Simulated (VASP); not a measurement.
Crystal: HfSi2B4.

```
Hf Si B
1.0
     5.49606    0.00412   -0.03653
     0.00234    3.14395   -0.04044
    -0.08676   -0.12124    9.05762
Hf Si B
2 4 8
Cartesian
  5.3492 0.0500 8.7588
  2.7216 1.6038 -0.0105
  1.0604 -0.0236 3.3264
  4.3905 0.3459 3.5317
  3.8119 1.2316 5.3292
  2.0360 2.8007 5.2855
  0.8441 1.4528 7.2828
  3.5543 -0.0796 7.2847
  1.5399 2.9839 7.3030
  4.5110 1.7711 7.4975
  1.8685 0.0572 1.5015
  4.7418 1.4713 1.4456
  0.6281 1.3555 1.7241
  3.3636 0.0599 1.6164
```

The cell was built by a generator and needn't be a form met in nature.

* Program: VASP 6.6.1
* Task: relaxation of cell and atoms
* Functional: PBE
* Potentials or basis: VASP PAW PBE potentials, release 64 (Hf_pv, Si, B)
* Cutoff: 520 eV
* k mesh: 4 × 7 × 3
* Occupations: gaussian, width 0.15 eV
* Spin: no spin polarisation

At the start: pressure 16.2 GPa; volume 11.18 Å³/atom.

Problem. Where does the relaxation end?

Solution. Over 39 steps the energy falls by 437.1 meV/atom and the volume is 11.30 Å³/atom (+1.1 %); space group P1 (No. 1, to 0.05 Å).

The path:
```csv
step,energy change (eV),largest force (eV/Å),pressure (GPa),volume (Å³)
1,0.0000,10.3010,16.19,156.47
2,-2.1187,5.2714,-13.26,183.31
3,-4.2837,3.2797,-6.78,169.01
4,-5.5717,1.3965,-1.25,161.12
5,-5.5993,1.4828,0.11,159.86
6,-5.8730,0.5938,0.18,158.77
7,-5.8745,0.5894,0.25,158.68
8,-5.9483,0.4354,-0.08,158.86
9,-5.9606,0.3898,-0.23,158.97
10,-5.9950,0.3687,0.11,158.65
11,-6.0080,0.4348,0.50,158.30
12,-6.0318,0.3757,-0.04,158.62
13,-6.0434,0.3017,-0.67,159.02
14,-6.0627,0.2591,0.02,158.34
15,-6.0678,0.2485,0.92,157.50
16,-6.0794,0.2360,0.51,157.81
17,-6.0817,0.3360,0.22,158.03
18,-6.0926,0.2774,-0.10,158.30
19,-6.0958,0.2068,-0.46,158.61
20,-6.1038,0.2144,-0.06,158.23
21,-6.1071,0.1810,0.75,157.61
22,-6.1077,0.1797,0.56,157.78
23,-6.1130,0.1199,-0.19,158.40
24,-6.1131,0.1071,-0.18,158.35
25,-6.1147,0.0834,0.03,158.18
26,-6.1151,0.0907,0.15,158.06
27,-6.1165,0.0535,0.00,158.20
28,-6.1169,0.0700,-0.11,158.31
29,-6.1180,0.0527,0.01,158.19
30,-6.1181,0.0499,0.07,158.13
31,-6.1186,0.0424,-0.03,158.22
32,-6.1187,0.0581,-0.07,158.25
33,-6.1191,0.0504,-0.06,158.23
34,-6.1194,0.0370,-0.03,158.20
35,-6.1191,0.0645,0.06,158.16
36,-6.1194,0.0391,0.01,158.19
37,-6.1197,0.0315,0.00,158.20
38,-6.1198,0.0322,0.01,158.20
39,-6.1199,0.0206,-0.01,158.21
```

Final structure:
```xyz
14
Lattice="5.4810 -0.0001 -0.0043 0.0003 3.1043 0.0033 -0.0317 0.0068 9.2987" Properties=species:S:1:pos:R:3 pbc="T T T"
Hf    5.3690    0.0266    9.2037
Hf    2.6405    1.5795    9.2289
Si    1.0602    0.0121    3.4762
Si    4.2468    3.0896    3.5930
Si    3.9748    1.5419    5.4740
Si    2.1249    3.0856    5.5622
B     0.8121    1.5831    7.5632
B     3.5519    0.0301    7.5614
B     1.6854    0.0323    7.5149
B     4.4857    1.5827    7.4553
B     1.7720    0.0170    1.6197
B     4.4992    1.5693    1.6360
B     0.8392    1.5696    1.7201
B     3.5832    0.0180    1.6885
```
